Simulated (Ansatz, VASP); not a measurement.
# PtSe2 (1T-PtSe2 3 layers, AA) in two plane-wave programs

One calculation is typed for both programs; each brings its own data sets. How far apart do they land? Of the first pair: The structure shown is the start of the Ansatz relaxation below; VASP solves that cell, so the two are compared at the walk's first step.

Program: Ansatz 0.2.0. Level of theory: plane waves, with VASP 6.6.1 beside it; single point at PBE with D3(BJ). Results are calculated unless marked as measured.

**1. Set-up**

The cell holds 9 atoms: 6 Se and 3 Pt. Cell: a = 3.750 Å, b = 3.750 Å, c = 57.003 Å, α = 90.0°, β = 90.0°, γ = 120.0°. Vacuum lies along c.

Structure file:

```cif
data_structure
_symmetry_space_group_name_H-M 'P 1'
_symmetry_Int_Tables_number 1
_cell_length_a 3.7500
_cell_length_b 3.7500
_cell_length_c 57.0032
_cell_angle_alpha 90.000
_cell_angle_beta 90.000
_cell_angle_gamma 120.000
_cell_volume 694.21
loop_
_atom_site_label
_atom_site_type_symbol
_atom_site_fract_x
_atom_site_fract_y
_atom_site_fract_z
_atom_site_occupancy
Se1 Se 0.66667 0.33333 0.38594 1
Se2 Se 0.33333 0.66667 0.42573 1
Se3 Se 0.66667 0.33333 0.48011 1
Se4 Se 0.33333 0.66667 0.51989 1
Se5 Se 0.66667 0.33333 0.57427 1
Se6 Se 0.33333 0.66667 0.61406 1
Pt7 Pt 0.00000 0.00000 0.40583 1
Pt8 Pt 0.00000 0.00000 0.50000 1
Pt9 Pt 0.00000 0.00000 0.59417 1
```

**2. Ansatz: relaxation, PBE with D3(BJ)**

Ansatz runs on its default PAW (the set named soft_2) files.

The two programs are compared at the cell with which this relaxation starts, whose forces are those of its first step.

input.yaml

```yaml
crystal:
  lattice:
    - [3.75, 0.0, 0.0]
    - [-1.875, 3.2475952642, 0.0]
    - [0.0, 0.0, 57.0031533873]
  atoms:
    - { symbol: Se, position: [0.6666666667, 0.3333333333, 0.3859435609] }
    - { symbol: Pt, position: [0.0, 0.0, 0.4058347218] }
    - { symbol: Se, position: [0.3333333333, 0.6666666667, 0.4257258827] }
    - { symbol: Se, position: [0.6666666667, 0.3333333333, 0.480108839] }
    - { symbol: Pt, position: [0.0, 0.0, 0.5] }
    - { symbol: Se, position: [0.3333333333, 0.6666666667, 0.519891161] }
    - { symbol: Se, position: [0.6666666667, 0.3333333333, 0.5742741173] }
    - { symbol: Pt, position: [0.0, 0.0, 0.5941652782] }
    - { symbol: Se, position: [0.3333333333, 0.6666666667, 0.6140564391] }
  periodic: [true, true, false]
kpoints:
  mp_grid: { grid: [12, 12, 1] }
hamiltonian:
  xc: pbe
  dispersion: d3bj
scf:
  occupations: { method: fermi_dirac, width: 0.05 }
  convergence: { dr2_threshold: 1.0e-09 }
relax:
  f_tol: 0.004
  max_steps: 90
  cell: {}
output:
  write_potential: true
  write_density: true
  volumetric_format: npy
```

Launch:

```
$ ansatz run input.yaml --threads 4 --pin off --max-ram 8192MiB --backend cpu --events-out ev --progress --plain --runs-dir out
```

Numbers of over 12 decimals in the logs are rounded to 6 here.

Log:

```text
Warning: relax.cell: scf.convergence.dr2_threshold = 1e-9 eV is looser than the 1.70085683183e-10 eV advised for a relaxation that steers and ends on the stress (1e-10 eV for each atom of the cell: 9, times the square of relax.cell.stress_2d_tol = 0.05 N/m over 23.0 Å (the atoms' height at the walk's start and 5 Å past either face), 2.174e-2 GPa, over a crystal's default 0.05). What an SCF threshold leaves in a stress goes as its square root, and in the free energy as the threshold itself, and one threshold admits the most on a small cell: [figures from the program's tests cut] Set scf.convergence.dr2_threshold to 1.70085683183e-10 eV or tighter. [rest of the remark cut]
Engine: ansatz 0.2.0, aarch64-unknown-linux-gnu
Pseudopotentials: kind: paw
Pseudopotential: Se, paw, valence charge 16, recommended cutoff 420 eV (normal), Se.paw.azcp
Pseudopotential: Pt, paw, valence charge 18, recommended cutoff 420 eV (normal), Pt.paw.azcp
Functional definition: PBE
  parameter kappa = 0.804
  parameter beta = 0.066725
  exchange = pbe_x(kappa = kappa, mu = beta*pi^2/3)
  correlation = pbe_c(beta = beta)
Crystal: 9 atoms, lattice volume = 694.212 Å³
Basis set: ecut = 420 eV, 13679 PW (Γ), exchange–correlation on 54×54×768 points (8 copies of the dense FFT grid, shifted against one another)
Bands: 90, of which v1, the nominal top of the filled ones, is band 75 counted from 1 (74 counted from 0)
Symmetry: 12 space group operations
Space group: P-3m1 (ITA 164), of the structure as read, at distance tolerance 8.9e-5 Å
k-points: 19 of 144
Non-local potential: Se, projectors of the file, l = 0: 2, l = 1: 2, l = 2: 3, l = 3: 1
Non-local potential: Pt, projectors of the file, l = 0: 3, l = 1: 2, l = 2: 2, l = 3: 1
PAW form: soft (Blöchl's): semilocal exchange-correlation on the pseudo side does not see the compensation charge
PAW one-centre angular grid: Se, 590 points (default); XC on 64 Gauss nodes
PAW one-centre angular grid: Pt, 590 points (default); XC on 64 Gauss nodes
Initial density: superposition of atomic densities (neutral atoms: chi_scale 0, normalization atom), corrected by the library's trained network
Initial wavefunctions: pseudopotential atomic-orbital guess
Functional: x = pbe(κ = 0.804, μ = 0.219515), c = pbe(β = 0.066725)
SCF iter   1: F=—  HF=-70389.505267 eV  |F-HF|=—  |Δ(HF+E_count)|=         —  Δρ=1.79e-3  dr2=4.56e-2  ethr=1.77e-3  ⟨swp⟩=12.5  Hψ=9291  notcnv=0  defer=29
preconditioner: auto → Resta (q_TF=auto, 2.113 Å⁻¹)  ε∞=2.3  [insulator: Δε(μ)=0.510 eV  Ē_g=10.101 eV  σ=0.050 eV  W_gap=0.99  n_scr=128 (ndim 8)  ℏωp=11.4 eV  f_vac=0.715  D(μ)=0.04/eV (n_scr^D=0)  ε∞_Penn≈2.3  vacuum switching on, ρ_ref=7.4e-3 e/Å³]
SCF iter   2: F=—  HF=-70389.479000 eV  |F-HF|=—  |Δ(HF+E_count)|=   2.63e-2  Δρ=1.07e-3  dr2=4.41e-2  ethr=3.04e-5  ⟨swp⟩=4.0  Hψ=4543  notcnv=0  defer=118
SCF iter   3: F=—  HF=-70389.476688 eV  |F-HF|=—  |Δ(HF+E_count)|=   2.31e-3  Δρ=6.87e-4  dr2=1.82e-2  ethr=2.94e-5  ⟨swp⟩=3.1  Hψ=2511  notcnv=0  defer=118
SCF iter   4: F=—  HF=-70389.475637 eV  |F-HF|=—  |Δ(HF+E_count)|=   1.05e-3  Δρ=3.43e-4  dr2=3.66e-3  ethr=1.21e-5  ⟨swp⟩=2.1  Hψ=2091  notcnv=0  defer=118
SCF iter   5: F=—  HF=-70389.475542 eV  |F-HF|=—  |Δ(HF+E_count)|=   9.51e-5  Δρ=9.84e-5  dr2=1.82e-4  ethr=2.44e-6  ⟨swp⟩=2.8  Hψ=2387  notcnv=0  defer=118
SCF iter   6: F=—  HF=-70389.475565 eV  |F-HF|=—  |Δ(HF+E_count)|=   2.32e-5  Δρ=2.88e-5  dr2=4.71e-6  ethr=1.22e-7  ⟨swp⟩=3.0  Hψ=2772  notcnv=0  defer=118
SCF iter   7: F=—  HF=-70389.475946 eV  |F-HF|=—  |Δ(HF+E_count)|=   3.81e-4  Δρ=1.15e-5  dr2=1.02e-6  ethr=3.14e-9  ⟨swp⟩=3.3  Hψ=3498  notcnv=0  defer=120
SCF iter   8: F=—  HF=-70389.475947 eV  |F-HF|=—  |Δ(HF+E_count)|=   6.85e-7  Δρ=3.69e-6  dr2=1.17e-7  ethr=6.79e-10  ⟨swp⟩=3.1  Hψ=2939  notcnv=0  defer=120
SCF iter   9: F=—  HF=-70389.475947 eV  |F-HF|=—  |Δ(HF+E_count)|=   8.18e-8  Δρ=2.83e-6  dr2=9.09e-8  ethr=7.79e-11  ⟨swp⟩=3.2  Hψ=3721  notcnv=0  defer=120
SCF iter  10: F=—  HF=-70389.475947 eV  |F-HF|=—  |Δ(HF+E_count)|=   6.81e-9  Δρ=7.98e-7  dr2=4.93e-9  ethr=6.06e-11  ⟨swp⟩=3.0  Hψ=3454  notcnv=0  defer=120
SCF iter  11: F=-70389.475947 eV  HF=-70389.475947 eV  |F-HF|=3.51e-9  |Δ(HF+E_count)|=   2.16e-8  Δρ=2.80e-7  dr2=4.13e-10  ethr=1.00e-12  ⟨swp⟩=12.5  Hψ=12426  notcnv=0
SCF 1 converged in 11 iterations: F = -70389.475947 eV  dr2 = 4.13e-10
[...]
preconditioner: auto → LDOS  [insulator: Δε(μ)=0.248 eV  Ē_g=9.681 eV  σ=0.050 eV  W_gap=0.60  n_scr=128 (ndim 8)  ℏωp=11.5 eV  f_vac=0.726  D(μ)=1.57/eV (n_scr^D=10)  ε∞_Penn≈2.4  β→1.0]
SCF iter   2: F=—  HF=-70390.645060 eV  |F-HF|=—  |Δ(HF+E_count)|=   3.56e-4  Δρ=3.67e-6  dr2=1.06e-7  ethr=1.47e-11  ⟨swp⟩=6.5  Hψ=6536  notcnv=0
SCF iter   3: F=—  HF=-70390.645060 eV  |F-HF|=—  |Δ(HF+E_count)|=  1.46e-11  Δρ=1.13e-6  dr2=6.44e-9  ethr=1.47e-11  ⟨swp⟩=3.0  Hψ=3633  notcnv=0
SCF iter   4: F=—  HF=-70390.645060 eV  |F-HF|=—  |Δ(HF+E_count)|=   1.06e-9  Δρ=5.95e-7  dr2=2.84e-9  ethr=4.30e-12  ⟨swp⟩=2.4  Hψ=2745  notcnv=0
SCF iter   5: F=-70390.645060 eV  HF=-70390.645060 eV  |F-HF|=1.30e-9  |Δ(HF+E_count)|=  9.75e-10  Δρ=2.55e-7  dr2=8.96e-10  ethr=1.00e-12  ⟨swp⟩=16.3  Hψ=14511  notcnv=0
the search or the solves at the SCF's close seem to have found levels that the self-consistency loop had missed (the run counts 1). By its estimate they hold under 1e-12 electrons; where the run keeps them, the occupations were computed again with them
SCF 8 converged in 5 iterations: F = -70390.645060 eV  dr2 = 8.96e-10
relax step   8: F+E_penalty+E_count = -70390.64506001 eV  Δ(F+E_penalty+E_count) = +4.563e-5 eV  max|allowed force component| = 1.237e-3 eV/Å  Δτ_max = 0.0000 Å  P = -0.006 N/m  Ω = 693.364 Å³  fix = [c, alpha, beta]  reactions: c -0.000 N/m  stress off target by 6.26e-3 N/m on what of the cell is left free  SCF on the basis re-selected at this cell (its energy is not comparable with the rows above)  (5 SCF iters)
basis re-selected at this cell: Δ(F+E_penalty+E_count) = +4.563e-5 eV, ΔP = -0.005 N/m vs the last step (what re-selecting the basis moved, of the pressure what is left beyond the Pulay correction that the steps carried, after the strain that the cell walked since its last selection, with what the two solves' SCF thresholds leave and, on support functions, any second-order correction that the steps lacked; it is no m [...]
SCF converged after 5 iterations
Free energy (F): -70390.645060 eV
Harris-Foulkes:  -70390.645060 eV  (|F-HF|=1.30e-9)
Internal energy: -70390.630692 eV  (E = F + TS)
E sigma→0 (E₀):  -70390.637876 eV
Entropy (-TS):   -0.014368 eV (-1.596 meV/atom)
Fermi energy:    -4.684118 eV
--- Per-component energies (eV) ---
  E_band       = -5563.815701
  E_kinetic    = 2622.350418
  E_local      = -1602692.838517  (includes V_loc(G=0)·N_el)
  E_nonlocal   = -2971.089707
  E_hartree    = 799268.397976
  E_xc         = -1411.126886
  E_vxc        = -1498.485555  (∫ρ·V_xc dr)
  E_paw        = -39834.001473  (= ΣΔE_a)
  E_vpaw       = 439.473488  (= ΣTr[D̂ρ^β])
  E_aug_tail   = -0.002995  (compensation charges beyond the density's cutoff)
  E_ewald      = 774631.448636
  E_disp       = -3.768144  (pairwise vdW)
  E_smearing   = -0.014368  (= −TS)
  E_closure    = 0.000000  (closes the sum)
  Σ components = -70390.645060   (vs F -70390.645060, Δ=0.00e0)
--- Forces (eV/Å), atoms counted from 1 ---
  atom   1  Se     0.00000000     0.00000000     0.00055769
  atom   2  Pt    -0.00000000    -0.00000000    -0.00020820
  atom   3  Se    -0.00000000    -0.00000000    -0.00068642
  atom   4  Se     0.00000000     0.00000000     0.00123687
  atom   5  Pt     0.00000000     0.00000000     0.00000000
  atom   6  Se    -0.00000000    -0.00000000    -0.00123687
  atom   7  Se     0.00000000     0.00000000     0.00068642
  atom   8  Pt     0.00000000     0.00000000     0.00020820
  atom   9  Se    -0.00000000    -0.00000000    -0.00055769
  max |Σ_I F_I| component: 2.17e-19 eV/Å
--- 2D stress c σ (N/m, compression-positive) ---
       -0.006260       0.000000      -0.000000
       -0.000000      -0.006260      -0.000000
       -0.000000      -0.000000      -0.000000
  P = ½ c Tr σ = -0.0063 N/m
--- Band table (eV; the first three rows and the last of 19) ---
  k-point 0: bands = [... 71 lower, -5.7495, -5.7495, -5.7116, -4.6356, -3.3737, -3.3737, -2.8961, -2.8961, ... 11 higher]
  k-point 1: bands = [... 71 lower, -5.8810, -5.7345, -5.1627, -4.6610, -3.6139, -3.5091, -3.3569, -3.0267, ... 11 higher]
  k-point 2: bands = [... 71 lower, -6.0014, -5.7715, -5.4614, -4.9088, -3.9596, -3.9183, -3.7423, -3.3772, ... 11 higher]
  k-point 18: bands = [... 71 lower, -6.8373, -6.8373, -6.5180, -6.5180, -4.5557, -4.5557, -3.7673, -3.7673, ... 11 higher]
  the weakly bound empty levels are not read free of the cell's end (no_gap_told)
--- Relaxed structure (7 steps of the walk, 7 accepted, 1 SCFs on fresh bases) ---
  F+E_penalty+E_count = -70390.64506001 eV   max|allowed force component| = 1.237e-3 eV/Å   (the final SCF, on the basis selected at the relaxed cell)
  cell:  # Å, volume = 693.3645 Å³
    - [3.747711, 0.0, 0]
    - [-1.873855, 3.245613, 0]
    - [0, 0, 57.0031533873]
  atoms:
    - { symbol: Se, position: [0.666667, 0.333333, 0.391135] }
    - { symbol: Pt, position: [1.631440036080029e-17, 0, 0.414207] }
    - { symbol: Se, position: [0.333333, 0.666667, 0.436686] }
    - { symbol: Se, position: [0.666667, 0.333333, 0.477327] }
    - { symbol: Pt, position: [0, 0, 0.5] }
    - { symbol: Se, position: [0.333333, 0.666667, 0.522673] }
    - { symbol: Se, position: [0.666667, 0.333333, 0.563314] }
    - { symbol: Pt, position: [-1.6314400360800292e-17, 0, 0.585793] }
    - { symbol: Se, position: [0.333333, 0.666667, 0.608865] }
```

Reading the cycles: dr2 is the Hartree energy of the density residual (eV), the measure of convergence; HF is the Harris–Foulkes estimate of the energy, which meets the free energy F at convergence.

(Continued in part 2 of 2.)

[Lines on the potential files, build, host, timing and source positions are cut from VASP's logs without a mark.]

[Logs are printed without paths, hosts, clocks, repeated set-up lines and the standing remarks that a program may print on its own settings, such as how far it seeks lower states.]

[Hosts, paths, dates, database ids (printed as entryN), source tags and the programs' standing remarks are cut or masked in the printed files.]
